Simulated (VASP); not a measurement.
## ZnGaPS (space group R3m): computed properties

All values below come from LDA (Ceperley-Alder, Perdew-Zunger), VASP's LDA PAW potentials (set 64) (plane waves; VASP).

```json
{
 "space_group": "R3m (160)",
 "cell": "a = b = 3.781 Å, c = 18.546 Å, α = β = 90.00°, γ = 120.00°",
 "volume_per_atom": "19.13 Å^3/atom",
 "band gap (over mesh and band path)": "1.78 eV",
 "smallest direct gap (over mesh and band path)": "1.81 eV",
 "band_edge_character": "indirect, Γ to F",
 "density": "4.30 g/cm³"
}
```

```yaml
crystal:
  lattice:
    - [1.89040, 1.09142, 6.18184]
    - [-1.89040, 1.09142, 6.18184]
    - [0.00000, -2.18285, 6.18184]
  atoms:
    - { symbol: Zn, position: [0.99863, 0.99863, 0.99863] }
    - { symbol: Ga, position: [0.50103, 0.50103, 0.50103] }
    - { symbol: P, position: [0.87440, 0.87440, 0.87440] }
    - { symbol: S, position: [0.37594, 0.37594, 0.37594] }
```

The structure comes from a computed database's ZnGaPS entry (R3m); how it stands against other phases isn't given here. It was relaxed first, which changed the volume by -7 %. Symmetry was kept, so distortions that lower it aren't found.
